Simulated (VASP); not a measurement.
YZr:

```
Y Zr
1.0
     3.42358    0.00000    0.00000
    -1.71179    2.96491    0.00000
     0.00000    0.00000    5.40259
Y Zr
1 1
Cartesian
  1.7118 0.9883 2.7013
  0.0000 1.9766 0.0000
```

The cell comes from a database or a generator and needn't be the stable form of this composition.

* Program: VASP 6.6.1
* Task: relaxation of cell and atoms
* Functional: LDA
* Potentials or basis: VASP PAW LDA potentials, release 64 (Y_sv, Zr_sv)
* Cutoff: 600 eV
* k mesh: 8 × 8 × 4
* Occupations: fermi-dirac, width 0.1 eV
* Spin: no spin polarisation

At the start: pressure -5.3 GPa; volume 27.42 Å³/atom.

Question: How do energy, volume and symmetry change on relaxing?

Answer: Over 5 steps the energy falls by 42.1 meV/atom and the volume is 25.03 Å³/atom (-8.7 %); space group P-6m2 (No. 187, to 0.05 Å).

The path:
| step | energy change (eV) | largest force (eV/Å) | pressure (GPa) | volume (Å³) |
| --- | --- | --- | --- | --- |
| 1 | 0.0000 | 0.0000 | -5.28 | 54.84 |
| 2 | -0.0616 | 0.0000 | 3.21 | 47.97 |
| 3 | -0.0823 | 0.0000 | 0.01 | 50.14 |
| 4 | -0.0838 | 0.0000 | -0.01 | 50.10 |
| 5 | -0.0843 | 0.0000 | -0.02 | 50.05 |

Final structure:
```
CELL_PARAMETERS angstrom
3.30148 0.00000 0.00000
-1.65074 2.85916 0.00000
0.00000 0.00000 5.30262
ATOMIC_POSITIONS crystal
Y 0.66667 0.33333 0.50000
Zr 0.33333 0.66667 0.00000
```
